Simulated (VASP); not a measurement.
All values below come from r2SCAN meta-GGA, VASP's PBE PAW potentials (set 64) (plane waves; VASP).

VASP ran on this input.

**INCAR**
```
SYSTEM  =  TiTe2
PREC  =  Accurate; ENCUT  =  400; LREAL  =  .False.
LASPH  =  .True.
EDIFF  =  1E-7; NELM  =  100; ALGO  =  Normal
LMAXMIX  =  4; LMIXTAU  =  .True.
ISMEAR  =  -5
METAGGA  =  R2SCAN
ISIF  =  2
LWAVE  =  .False.; LCHARG  =  .False.; LORBIT  =  11
NEDOS  =  601
LEFG  =  .True.
```

POSCAR:
```
TiTe2
1
    6.8381912896     0.0000000000     0.0000000000
    0.0000000000     6.8381912896     0.0000000000
    0.0000000000     0.0000000000     6.8381912896
Ti Te
4 8
Direct
  0.0000000000   0.0000000000   0.0000000000
  0.5000000000   0.5000000000   0.0000000000
  0.0000000000   0.5000000000   0.5000000000
  0.5000000000   0.0000000000   0.5000000000
  0.3611405503   0.3611405503   0.3611405503
  0.8611405503   0.1388594497   0.6388594497
  0.6388594497   0.8611405503   0.1388594497
  0.1388594497   0.6388594497   0.8611405503
  0.6388594497   0.6388594497   0.6388594497
  0.1388594497   0.8611405503   0.3611405503
  0.3611405503   0.1388594497   0.8611405503
  0.8611405503   0.3611405503   0.1388594497
```

### KPOINTS_OPT
```
k-points along high-symmetry lines
8
Line-mode
Reciprocal
  0.000000   0.000000   0.000000 ! GAMMA
  0.000000   0.500000   0.000000 ! X

  0.000000   0.500000   0.000000 ! X
  0.500000   0.500000   0.000000 ! M

  0.500000   0.500000   0.000000 ! M
  0.000000   0.000000   0.000000 ! GAMMA

  0.000000   0.000000   0.000000 ! GAMMA
  0.500000   0.500000   0.500000 ! R

  0.500000   0.500000   0.500000 ! R
  0.000000   0.500000   0.000000 ! X

  0.500000   0.500000   0.500000 ! R
  0.500000   0.500000   0.000000 ! M

  0.500000   0.500000   0.000000 ! M
  0.500000   0.000000   0.000000 ! X_1
```

**KPOINTS**
```
Automatic mesh
0
Gamma
5 5 5
0 0 0
```

POTCAR, in this order: Ti_sv Te (PBE.64 set). Program: vasp_std.

Task: What will the output report for the number of irreducible k-points (NKPTS), number of bands (NBANDS), largest plane-wave count, number of space-group operations, FFT grid (NGX, NGY, NGZ)?

Result: 
- number of irreducible k-points (NKPTS) = 11
- number of bands (NBANDS) = 57
- largest plane-wave count = 5824
- number of space-group operations = 24
- FFT grid (NGX, NGY, NGZ) = 48 × 48 × 48

The structure was generated: TiTe2 was put into the pyrite type (Pa-3), which need not be its known phase. It was relaxed first, which changed the volume by -19 %.
